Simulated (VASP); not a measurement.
Consider the following.

```yaml
crystal:
  lattice:
    - [0.00000, 2.17412, 2.17412]
    - [2.17412, 0.00000, 2.17412]
    - [2.17412, 2.17412, 0.00000]
  atoms:
    - { symbol: Si, position: [0.00000, 0.00000, 0.00000] }
    - { symbol: C, position: [0.25000, 0.25000, 0.25000] }
```

The numbers are results of PBE GGA with D3 dispersion (Becke-Johnson damping), VASP's PBE PAW potentials (set 64) (plane waves; VASP 6.6.1), not measurements. Run with 520 eV cut-off, Gaussian smearing of 0.050 eV, potentials Si C.

**Question.** Predict the band gap (along the path) with the smallest direct gap where there is one.

**Answer.** 
```yaml
band gap (along the path): 1.35 eV
smallest direct gap (along the path): 4.55 eV
```

The absolute energy has meaning only against runs of the same code, potentials and settings.

The compound is SiC in the zinc blende structure. It was relaxed first.
